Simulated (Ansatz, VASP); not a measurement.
## One calculation of HPbNO4, two programs

```
H Pb N O
1.0
     3.87956    0.14479    0.09072
    -0.25488    5.56358    0.16580
    -0.48516   -1.93996    5.75813
H Pb N O
1 1 1 4
Direct
  0.10913 0.65718 0.54463
  0.61029 0.52127 0.15100
  0.91580 0.96263 0.95867
  0.01384 0.13639 0.88084
  0.72398 0.01057 0.12858
  0.00389 0.73732 0.87043
  0.11927 0.59324 0.37651
```

Change from the starting cell: volume scaled by 1.02.

Alike in both runs: task single point; functional PBE; k mesh 7 × 5 × 5; occupations fermi-dirac, width 0.05 eV; no spin polarisation.

```csv
,VASP,Ansatz
version,VASP 6.6.1,Ansatz 0.2.0
potentials or method,"VASP PAW PBE potentials, release 64 (H, Pb_d, N, O)",Ansatz PAW
plane-wave cutoff (eV),520,420
valence electrons in the cell,44,44
```

Ansatz gave:

```
gap on the k mesh at the Fermi level (eV)       : 3.14
least direct gap on the mesh (eV)               : 3.22
pressure (GPa)                                  : -1.4
largest component of the traceless stress (GPa) : 0.68
rms of the force components (eV/Å)              : 0.201
```

Problem. What did VASP give for the same quantities?

Solution. gap on the k mesh at the Fermi level (eV): 3.12; least direct gap on the mesh (eV): 3.20; pressure (GPa): -1.0; largest component of the traceless stress (GPa): 0.28; rms of the force components (eV/Å): 0.074.

Atom by atom the forces differ by 0.137 eV/Å (rms over components). One of these differences is far larger than is usual between the two programs; its cause wasn't traced. With one functional, cell and mesh, what is left measures potentials, basis and numerics.

Caveats: spin-orbit coupling is left out, which as a rule narrows the gap of such compounds by several tenths of an eV; an odd mesh through Γ misses points on the zone boundary, where band edges often lie (VASP); odd divisions of the mesh miss points on the zone boundary, where band edges often lie, so the gap on the mesh can be too wide (Ansatz); the pressure holds a Pulay correction of +0.5 GPa for the finite cutoff (Ansatz).
